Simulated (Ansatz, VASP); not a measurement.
**GaP: VASP beside Ansatz**

One calculation is typed for both programs; each brings its own data sets. How far apart do they land? The cell is taken from a series of runs on this material, whose earlier steps may have relaxed, scaled, displaced or heated it; both programs get it as it stands.

Method: plane waves, with VASP 6.6.1 beside it; single point at HSE06, in Ansatz 0.2.0.

## (1) Set-up

The structure is cubic, space group F-43m (No. 216). Conventional cell: a = 5.439 Å, b = 5.439 Å, c = 5.439 Å, α = 90.00°, β = 90.00°, γ = 90.00°. Nearest to Ga lie 4 P at 2.36 Å. Nearest to P lie 4 Ga at 2.36 Å. Farther neighbours are not listed.

## (2) VASP: single point, HSE06

A single point gives forces, pressure and levels at one fixed geometry, so differences don't come from the geometry; what else differs is listed under the comparison.

Lines of VASP's logs that name or quote its potential files are left out, and so is its time.

The run reads the wave functions of an earlier VASP run, which isn't shown here.

INCAR reads:

```
SYSTEM = GaP
PREC = Accurate
ENCUT = 400
EDIFF = 1E-06
NELM = 100
ISMEAR = -1
SIGMA = 0.02
LREAL = .FALSE.
ALGO = Normal
LHFCALC = .TRUE.
AEXX = 0.25
GGA = PE
HFSCREEN = 0.208
LASPH = .TRUE.
NBANDS = 15
PRECFOCK = Fast
LORBIT = 11
LWAVE = .FALSE.
LCHARG = .FALSE.
KPAR = 8
ISIF = 2
```

POSCAR reads:

```
GaP
1.0
    0.0000000000      2.7194612800      2.7194612800
    2.7194612800      0.0000000000      2.7194612800
    2.7194612800      2.7194612800      0.0000000000
Ga P
1 1
Direct
    0.0000000000      0.0000000000      0.0000000000
    0.7500000000      0.7500000000      0.7500000000
```

KPOINTS reads:

```
Automatic mesh
0
Gamma
6 6 6
0 0 0
```

PAW data sets: Ga_d and P (PBE family, release 64).

Started as:

```
mpirun -np 8 vasp_std
```

Numbers of over 12 decimals in the logs are rounded to 6 here.

The log of the run:

```text
[banner, memory and clock lines left out]
running    8 mpi-ranks, on    1 nodes
 distrk:  each k-point on    1 cores,    8 groups
 distr:  one band on    1 cores,    1 groups

 POSCAR found type information on POSCAR GaP
 POSCAR found :  2 types and       2 ions
|                                                                             |
|           W    W    AA    RRRRR   N    N  II  N    N   GGGG   !!!           |
|           W    W   A  A   R    R  NN   N  II  NN   N  G    G  !!!           |
|           W    W  A    A  R    R  N N  N  II  N N  N  G       !!!           |
|           W WW W  AAAAAA  RRRRR   N  N N  II  N  N N  G  GGG   !            |
|           WW  WW  A    A  R   R   N   NN  II  N   NN  G    G                |
|           W    W  A    A  R    R  N    N  II  N    N   GGGG   !!!           |
|                                                                             |
|     For optimal performance we recommend to set                             |
|       NCORE = 2 up to number-of-cores-per-socket                            |
|     NCORE specifies how many cores store one orbital (NPAR=cpu/NCORE).      |
|     This setting can greatly improve the performance of VASP for DFT.       |
|     The default, NCORE=1 might be grossly inefficient on modern             |
|     multi-core architectures or massively parallel machines. Do your        |
|     Unfortunately you need to use the default for GW and RPA                |
|     calculations (for HF NCORE is supported but not extensively tested      |
|     yet).                                                                   |
|                                                                             |

 LDA part: xc-table for (Slater+PW92), standard interpolation
 found WAVECAR, reading the header
 POSCAR, INCAR and KPOINTS ok, starting setup
 FFT: planning ... GRIDC
 FFT: planning ... GRID_SOFT
 FFT: planning ... GRID
 reading WAVECAR
 the WAVECAR file was read successfully
 initial charge from wavefunction
 entering main loop
       N       E                     dE             d eps       ncg     rms          rms(c)
DAV:   1    -0.107825389901E+02   -0.10783E+02   -0.51783E-01   655   0.167E+01    0.124E+00
DAV:   2    -0.107772372755E+02    0.53017E-02   -0.55110E-02   733   0.385E+00    0.107E+00
DAV:   3    -0.107757336844E+02    0.15036E-02   -0.57887E-03   634   0.140E+00    0.624E-01
DAV:   4    -0.107754747631E+02    0.25892E-03   -0.94803E-04   646   0.332E-01    0.335E-01
DAV:   5    -0.107753932425E+02    0.81521E-04   -0.10473E-04   599   0.828E-02    0.190E-01
DAV:   6    -0.107753710633E+02    0.22179E-04   -0.20024E-05   585   0.380E-02    0.107E-01
DAV:   7    -0.107753619890E+02    0.90743E-05   -0.32372E-06   585   0.167E-02    0.590E-02
DAV:   8    -0.107753585267E+02    0.34623E-05   -0.86773E-07   394   0.805E-03    0.329E-02
DAV:   9    -0.107753571827E+02    0.13440E-05   -0.46009E-07   282   0.541E-03    0.172E-02
DAV:  10    -0.107753566467E+02    0.53603E-06   -0.17277E-07   282   0.335E-03
   1 F= -.10775357E+02 E0= -.10775357E+02  d E =-.219225E-10
```

OUTCAR, selected parts (step 2):

```text
ion  position               nearest neighbor table
   1  0.000  0.000  0.000-   2 2.36   2 2.36   2 2.36   2 2.36
   2  0.750  0.750  0.750-   1 2.36   1 2.36   1 2.36   1 2.36

  LATTYP: Found a face centered cubic cell.
 ALAT       =     5.4389225600

 Subroutine GETGRP returns: Found 24 space group operations
 (whereof 24 operations were pure point group operations)

The static configuration has the point symmetry T_d .

 Found     16 irreducible k-points:

   k-points           NKPTS =     16   k-points in BZ     NKDIM =    216   number of bands    NBANDS=     15

   dimension x,y,z NGX =    28 NGY =   28 NGZ =   28
   dimension x,y,z NGXF=    56 NGYF=   56 NGZF=   56

   ENCUT  =  400.0 eV  29.40 Ry    5.42 a.u.   6.27  6.27  6.27*2*pi/ulx,y,z

   NELECT =      18.0000    total number of electrons

 k-points in reciprocal lattice and weights: Automatic mesh
   0.00000000  0.00000000  0.00000000       0.005
   0.16666667  0.00000000  0.00000000       0.037
   0.33333333  0.00000000  0.00000000       0.037
   0.50000000  0.00000000  0.00000000       0.019
   0.16666667  0.16666667  0.00000000       0.028
   0.33333333  0.16666667  0.00000000       0.111
   0.50000000  0.16666667  0.00000000       0.111
  -0.33333333  0.16666667  0.00000000       0.111
  -0.16666667  0.16666667  0.00000000       0.056
[...]
-0.33333333  0.33333333  0.16666667       0.111
  -0.33333333  0.50000000  0.16666667       0.056

  exchange ACFDT corr.  =         0.00000000  see jH, gK, PRB 81, 115126

 average (electrostatic) potential at core
       1 -58.3038       2 -79.8124

 E-fermi :   4.6820

 k-point     1 :       0.0000    0.0000    0.0000
  band No.  band energies     occupation
    ...
      5     -12.6772      2.00000
      6      -9.5512      2.00000
      7       4.2801      2.00000
      8       4.2801      2.00000
      9       4.2801      2.00000
     10       7.1334      0.00000
     11       9.0513      0.00000
     12       9.0513      0.00000
     13       9.0513      0.00000
     14      14.1698      0.00000
    ...

 k-point     2 :       0.1667    0.0000    0.0000
  band No.  band energies     occupation
    ...
      5     -12.6771      2.00000
      6      -9.1666      2.00000
      7       1.7623      2.00000
      8       3.8832      2.00000
      9       3.8832      2.00000
     10       7.6410      0.00000
     11       9.6438      0.00000
     12       9.6438      0.00000
     13      10.2932      0.00000
     14      14.2874      0.00000
    ...

 k-point     3 :       0.3333    0.0000    0.0000
  band No.  band energies     occupation
    ...
      5     -12.6749      2.00000
      6      -8.1346      2.00000
      7      -1.3982      2.00000
      8       3.2941      2.00000
      9       3.2942      2.00000
     10       7.0560      0.00000
     11      10.0217      0.00000
     12      10.0217      0.00000
     13      13.0167      0.00000
     14      15.0548      0.00000
    ...

  Total        0.2285249      0.2285249      0.2285249     -0.0000000      0.0000000     -0.0000000
  in kB        9.1026003      9.1026003      9.1026003     -0.0000000      0.0000000     -0.0000000
  external PRESSURE =       9.1026003 kB  Pullay stress =       0.0000000 kB

  energy-cutoff  :      400.00
  volume of cell :       40.22
      direct lattice vectors                 reciprocal lattice vectors
     0.000000000  2.719461280  2.719461280    -0.183859944  0.183859944  0.183859944
     2.719461280  0.000000000  2.719461280     0.183859944 -0.183859944  0.183859944
     2.719461280  2.719461280  0.000000000     0.183859944  0.183859944 -0.183859944

 POSITION                                       TOTAL-FORCE (eV/Angst)
 -----------------------------------------------------------------------------------
      0.00000      0.00000      0.00000        -0.000000     -0.000000     -0.000000
      4.07919      4.07919      4.07919         0.000000      0.000000      0.000000
 -----------------------------------------------------------------------------------
    total drift:                                0.000028      0.000031      0.000014

  FREE ENERGIE OF THE ION-ELECTRON SYSTEM (eV)
  ---------------------------------------------------
  free  energy   TOTEN  =       -10.7753566467 eV

  energy  without entropy=      -10.7753566466  energy(sigma->0) =      -10.77535665

 total charge
# of ion       s       p       d       tot
------------------------------------------
    1        0.825   0.858  10.031  11.714
    2        1.012   1.553   0.000   2.566
--------------------------------------------------
tot          1.838   2.411  10.031  14.279

[... 3 further parts left out ...]
```

The run ends at a pressure of 0.91 GPa.

## (3) Ansatz: single point, HSE06

Ansatz runs on its PAW soft_1 files.

The same cell, functional, mesh and smearing now go to Ansatz.

input.yaml reads:

```yaml
crystal:
  lattice:
    - [0.0, 2.71946128, 2.71946128]
    - [2.71946128, 0.0, 2.71946128]
    - [2.71946128, 2.71946128, 0.0]
  atoms:
    - { symbol: Ga, position: [0.0, 0.0, 0.0] }
    - { symbol: P, position: [0.75, 0.75, 0.75] }
kpoints:
  mp_grid: { grid: [6, 6, 6] }
scf:
  occupations: { method: fermi_dirac, width: 0.02 }
hamiltonian:
  xc: hse06
  pseudopotentials: { kind: paw, azcp: { folder: soft_1 } }
basis:
  ecutwfc: 600
output:
  forces: true
  stress: true
```

Started as:

```
ansatz run input.yaml --threads 8 --pin off --max-ram 18432MiB --backend cpu --events-out ev --progress --plain --runs-dir out
```

The log of the run:

```text
Warning: output.stress: scf.convergence.dr2_threshold = 1e-7 eV (the SCF's general default) is looser than the 2e-10 eV advised for a printed stress (1e-10 eV for each atom of the cell: 2). What an SCF threshold leaves in a stress goes as its square root, and in the free energy as the threshold itself, and one threshold admits the most on a small cell: [figures from the program's tests cut] Set scf.convergence.dr2_threshold to 2e-10 eV or tighter. The threshold is an SCF's pass mark: one that does not reach it within its budget of iterations ends unconverged, or closes short of it on a stop that the run arms, and scf.convergence.dr2_threshold's page says what that costs each kind of run
Warning: output.stress: scf.exx.energy_threshold = 1e-6 eV is looser than the 2e-8 eV advised for a stress under a hybrid functional (1e-8 eV for each atom of the cell: 2). Every SCF of the exchange loop can meet its threshold on dr2 while the loop round them stops early: no threshold on dr2 bounds what that leaves in the stress. Set scf.exx.energy_threshold to 2e-8 eV or tighter. The threshold is the loop's pass mark: a loop that does not reach it within its budget of cycles ends unconverged, and scf.exx.energy_threshold's page has the law
Engine: ansatz 0.2.0, aarch64-unknown-linux-gnu
Pseudopotentials: kind: paw
Pseudopotential: Ga, paw, valence charge 13, recommended cutoff 420 eV (normal), soft_1/Ga.paw.azcp
Pseudopotential: P, paw, valence charge 5, recommended cutoff 420 eV (normal), soft_1/P.paw.azcp
Functional definition: HSE06
  parameter a = 0.25
  parameter omega = 0.11/bohr
  exchange = pbe_x - a*pbe_x_sr(omega) + a*exact_x_sr(omega)
  correlation = pbe_c
Crystal: 2 atoms, lattice volume = 40.223 Å³
Basis set: ecut = 600 eV, 1363 PW (Γ), exchange–correlation on 64×64×64 points (8 copies of the dense FFT grid, shifted against one another)
Bands: 13, of which v1, the nominal top of the filled ones, is band 9 counted from 1 (8 counted from 0)
Symmetry: 24 space group operations
Space group: F-43m (ITA 216), of the structure as read, at distance tolerance 3.4e-5 Å
k-points: 16 of 216 (time reversal used)
Non-local potential: Ga, projectors of the file, l = 0: 2, l = 1: 2, l = 2: 3, l = 3: 1
Non-local potential: P, projectors of the file, l = 0: 2, l = 1: 2, l = 2: 1
PAW form: soft (Blöchl's): semilocal exchange-correlation on the pseudo side does not see the compensation charge
PAW frozen core: Ga, regenerated for the run's functional, and the local potential with it (the file was generated under x = pbe(κ = 0.804, μ = 0.219515), c = pbe(β = 0.066725))
PAW frozen core: P, regenerated for the run's functional, and the local potential with it (the file was generated under x = pbe(κ = 0.804, μ = 0.219515), c = pbe(β = 0.066725))
PAW one-centre angular grid: Ga, 590 points (default); XC on 64 Gauss nodes
PAW one-centre angular grid: P, 110 points (default); XC on 64 Gauss nodes
Initial density: superposition of atomic densities (chi_scale 0.1, normalization cell, long waves kept (reshape's long-wave potential 0.00 eV rms))
Initial wavefunctions: pseudopotential atomic-orbital guess
Functional: x = pbe(κ = 0.804, μ = 0.219515), c = pbe(β = 0.066725), warm-up for x = pbe(κ = 0.804, μ = 0.219515) + 0.25 (exact − pbe) at short range (hse, ω = 0.207870 Å⁻¹), c = pbe(β = 0.066725); HSE06 as pw.x's `hse` composes it (authors' and Libxc's form: `xc: wpbeh`)
SCF iter   1: F=—  HF=-4539.649720 eV  |F-HF|=—  |Δ(HF+E_count)|=         —  Δρ=4.55e-2  dr2=6.93e-1  ethr=1.00e-1  ⟨swp⟩=5.3  Hψ=652  notcnv=0
preconditioner: auto → none  [insulator: Δε(μ)=1.944 eV  Ē_g=15.377 eV  σ=0.020 eV  W_gap=1.00  n_scr=14 (ndim 8)  ℏωp=24.8 eV  f_vac=0.000  D(μ)=0.00/eV (n_scr^D=0)]
SCF iter   2: F=—  HF=-4539.541409 eV  |F-HF|=—  |Δ(HF+E_count)|=   1.08e-1  Δρ=2.32e-2  dr2=1.15e-1  ethr=3.85e-3  ⟨swp⟩=3.4  Hψ=526  notcnv=0  defer=1
SCF iter   3: F=—  HF=-4539.539293 eV  |F-HF|=—  |Δ(HF+E_count)|=   2.12e-3  Δρ=5.94e-3  dr2=1.24e-2  ethr=6.41e-4  ⟨swp⟩=3.4  Hψ=529  notcnv=0
iter 4 solved again at ethr=3.55e-6 eV; its pass at ethr=6.91e-5 eV (dr2=6.38e-4 eV) is discarded
SCF iter   4: F=—  HF=-4539.535021 eV  |F-HF|=—  |Δ(HF+E_count)|=   4.27e-3  Δρ=2.15e-3  dr2=6.41e-4  ethr=3.55e-6  ⟨swp⟩=2.0  Hψ=1084  notcnv=0
SCF iter   5: F=-4539.534849 eV  HF=-4539.534848 eV  |F-HF|=3.90e-7  |Δ(HF+E_count)|=   1.72e-4  Δρ=4.35e-4  dr2=4.29e-5  ethr=3.55e-6  ⟨swp⟩=4.0  Hψ=562  notcnv=0
SCF 1 stopped early in 5 iterations: F = -4539.534849 eV  dr2 = 4.29e-5
  greatest PAW one-centre occupation: 0.994 electrons in one spin orbital (limit 2), on the Ga atom at site 0 (counted from 0), in its partial waves of l = 2
Initial density: handed on by an earlier stage of this run
Initial wavefunctions: those handed on with the density
Functional: x = pbe(κ = 0.804, μ = 0.219515) + 0.25 (exact − pbe) at short range (hse, ω = 0.207870 Å⁻¹), c = pbe(β = 0.066725); HSE06 as pw.x's `hse` composes it (authors' and Libxc's form: `xc: wpbeh`)
Exchange kernel: α = 0.2500, screened, ω = 0.2079 Å⁻¹, Wigner–Seitz truncation, v(0) = 1046.4127 eV·Å³, q-mesh 6×6×6, nearest image of the exchange supercell L = 23.08 Å, pair-density grid 18×18×18, without the augmentation charges, whose exchange is taken in its separable form by FFT convolution over the k-point mesh (sized by the pseudopotential files, 27×27×27 at the most), smooth part of the exact exchange by density-matrix convolution
Frozen-core exchange: fock
SCF iter   1: F=—  HF=-4540.613393 eV  |F-HF|=—  |Δ(HF+E_count)|=         —  Δρ=1.48e-2  dr2=3.50e-2  ethr=2.38e-6  ⟨swp⟩=6.4  Hψ=1094  notcnv=0
preconditioner: auto → none  [insulator: Δε(μ)=2.248 eV  Ē_g=18.329 eV  σ=0.020 eV  W_gap=1.00  n_scr=14 (ndim 8)  ℏωp=24.8 eV  f_vac=0.007  D(μ)=0.00/eV (n_scr^D=0)]
SCF iter   2: F=—  HF=-4540.599311 eV  |F-HF|=—  |Δ(HF+E_count)|=   1.41e-2  Δρ=2.34e-3  dr2=2.65e-3  ethr=2.38e-6  ⟨swp⟩=5.0  Hψ=836  notcnv=0
SCF iter   3: F=—  HF=-4540.606053 eV  |F-HF|=—  |Δ(HF+E_count)|=   6.74e-3  Δρ=2.62e-3  dr2=1.16e-3  ethr=2.38e-6  ⟨swp⟩=4.1  Hψ=767  notcnv=0
SCF iter   4: F=—  HF=-4540.605860 eV  |F-HF|=—  |Δ(HF+E_count)|=   1.94e-4  Δρ=7.52e-4  dr2=1.06e-4  ethr=2.38e-6  ⟨swp⟩=3.0  Hψ=435  notcnv=0
SCF iter   5: F=—  HF=-4540.606007 eV  |F-HF|=—  |Δ(HF+E_count)|=   1.47e-4  Δρ=2.28e-4  dr2=1.05e-5  ethr=5.24e-7  ⟨swp⟩=3.4  Hψ=438  notcnv=0  defer=1
SCF iter   6: F=-4540.606002 eV  HF=-4540.606002 eV  |F-HF|=6.20e-8  |Δ(HF+E_count)|=   5.50e-6  Δρ=2.65e-5  dr2=1.27e-6  ethr=5.20e-8  ⟨swp⟩=4.0  Hψ=556  notcnv=0
SCF 2 stopped early in 6 iterations: F = -4540.606002 eV  dr2 = 1.27e-6
hybrid outer 1: dexx = +7.947e-3 eV, tail = 2.49e-5 eV
Exchange kernel: α = 0.2500, screened, ω = 0.2079 Å⁻¹, Wigner–Seitz truncation, v(0) = 1046.4127 eV·Å³, q-mesh 6×6×6, nearest image of the exchange supercell L = 23.08 Å, pair-density grid 18×18×18, without the augmentation charges, whose exchange is taken in its separable form by FFT convolution over the k-point mesh (sized by the pseudopotential files, 27×27×27 at the most), smooth part of the exact exchange by density-matrix convolution
Frozen-core exchange: fock
SCF iter   1: F=—  HF=-4540.605727 eV  |F-HF|=—  |Δ(HF+E_count)|=         —  Δρ=6.56e-5  dr2=1.58e-6  ethr=6.91e-7  ⟨swp⟩=3.9  Hψ=498  notcnv=0
preconditioner: auto → none  [insulator: Δε(μ)=2.276 eV  Ē_g=18.136 eV  σ=0.020 eV  W_gap=1.00  n_scr=14 (ndim 8)  ℏωp=24.8 eV  f_vac=0.009  D(μ)=0.00/eV (n_scr^D=0)]
SCF iter   2: F=—  HF=-4540.605727 eV  |F-HF|=—  |Δ(HF+E_count)|=   7.22e-8  Δρ=1.10e-5  dr2=1.33e-7  ethr=7.80e-9  ⟨swp⟩=3.9  Hψ=556  notcnv=0
SCF iter   3: F=—  HF=-4540.605728 eV  |F-HF|=—  |Δ(HF+E_count)|=   8.01e-7  Δρ=1.36e-5  dr2=7.77e-8  ethr=1.37e-10  ⟨swp⟩=4.2  Hψ=757  notcnv=0
SCF iter   4: F=-4540.605728 eV  HF=-4540.605728 eV  |F-HF|=4.66e-10  |Δ(HF+E_count)|=   2.52e-8  Δρ=1.09e-6  dr2=2.96e-9  ethr=1.37e-10  ⟨swp⟩=3.0  Hψ=467  notcnv=0
SCF 3 converged in 4 iterations: F = -4540.605728 eV  dr2 = 2.96e-9
  Residual-converged pass: ⟨swp⟩=3.2  Hψ=484  notcnv=0  max |occ|·‖R‖ = 2.3e-6 eV (tolerance 2.4e-6 eV)  dr2=2.98e-9  dr2_onsite=7.37e-10  max |Δocc| = 0.0e0
hybrid outer 2: dexx = +7.576e-7 eV, tail = 2.21e-8 eV, Δε = 2.62e-3 eV (about 8.58e-5 eV left of the loop's levels)
hybrid SCF converged: 2 outer / 10 inner (+5 warm-up), last move |dexx| = 7.58e-7 eV, tail = 2.21e-8 eV
Stability not checked: this state was not tested for a lower state beside it, because the functional holds exact exchange (a hybrid, or Hartree-Fock), whose exchange loop this test does not read (fock_operator; see scf.lower_state_search)
Free energy (F): -4540.605728 eV
Frozen-core exchange: fock
Harris-Foulkes:  -4540.605728 eV  (|F-HF|=4.66e-10)
Internal energy: -4540.605728 eV  (E = F + TS)
E sigma→0 (E₀):  -4540.605728 eV
Fermi energy:    7.853686 eV
--- Per-component energies (eV) ---
  E_band       = -94.647481
  E_kinetic    = 179.955888
  E_local      = -1674.706187  (includes V_loc(G=0)·N_el)
  E_nonlocal   = -59.268069
  E_hartree    = 1019.487073
  E_xc         = -110.065296
  E_vxc        = -94.547395  (∫ρ·V_xc dr)
  E_exx        = -56.300324  (= α·E_x^exact, valence–valence)
  E_paw        = -2524.306326  (= ΣΔE_a)
  E_vpaw       = -372.454680  (= ΣTr[D̂ρ^β])
  E_aug_tail   = -0.000015  (compensation charges beyond the density's cutoff)
  E_ewald      = -1315.439076
  E_core_change = 0.036599  (= ΣΔE_core)
  E_smearing   = -0.000000  (= −TS)
  E_closure    = 0.000006  (closes the sum)
  Σ components = -4540.605728   (vs F -4540.605728, Δ=9.09e-13)
--- Forces (eV/Å), atoms counted from 1 ---
  atom   1  Ga     0.00000000    -0.00000000     0.00000000
  atom   2  P      0.00000000    -0.00000000     0.00000000
  max |Σ_I F_I| component: 2.84e-16 eV/Å
--- Stress (GPa, compression-positive) ---
        1.356207       0.000000      -0.000000
        0.000000       1.356207       0.000000
       -0.000000       0.000000       1.356207
  P = ⅓ Tr σ = 1.3562 GPa (13.562 kbar)
--- Band table (eV; the first three rows and the last of 16) ---
  k-point 0: bands = ["-10.3929", "-10.3929", "-10.3929", "-10.2900", "-10.2900", "-7.1138", "6.7155", "6.7155", "6.7155", "9.5733"]
  k-point 1: bands = ["-10.4080", "-10.3856", "-10.3856", "-10.2900", "-10.2900", "-6.7293", "4.1985", "6.3185", "6.3185", "10.0795"]
  k-point 2: bands = ["-10.4368", "-10.3734", "-10.3734", "-10.2874", "-10.2874", "-5.6973", "1.0374", "5.7290", "5.7290", "9.4950"]
  k-point 15: bands = ["-10.4730", "-10.3501", "-10.3353", "-10.3098", "-10.2785", "-3.8064", "-0.4625", "3.0107", "3.1590", "10.9396"]
  guard bands above this table: 3 of the run's 13 bands. The solve was not asked for them (output.publish_guard_bands: true or output.eigenvalues: true publishes all)
```

The run ends at a pressure of 1.36 GPa.

## (4) Side by side

Known differences besides the potentials themselves: exact exchange at q = 0 is treated differently, which shows on coarse meshes; VASP keeps PBE cores, Ansatz makes them for the functional; the cutoff is 600 eV in Ansatz and 400 eV in VASP; VASP takes a coarser grid for exact exchange (PRECFOCK = Fast). Total energies have different zeros and are not compared.

Both answers:

```csv
quantity,Ansatz,VASP,difference
pressure (GPa),1.36,0.91,+0.45
gap on the k mesh (eV),2.276,2.279,-0.003
```

A gap on the mesh is an upper bound, since the band edges may lie between its points.

## (5) What came out

```yaml
difference_in_gap_on_the_k_mesh_single_point_hse06: -0.0029 eV
```

What this shows: The difference in gap on the k mesh is -0.0029 eV (single point, HSE06), within the 0.08 eV picked in this series as the mark of a large difference. How closely two codes agree says nothing of how well the functional describes the real material.

[Lines on the potential files, build, host, timing and source positions are cut from VASP's logs without a mark.]

[Logs are printed without paths, hosts, clocks, repeated set-up lines and the standing remarks that a program may print on its own settings, such as how far it seeks lower states.]

[Hosts, paths, dates, database ids (printed as entryN), source tags and the programs' standing remarks are cut or masked in the printed files.]
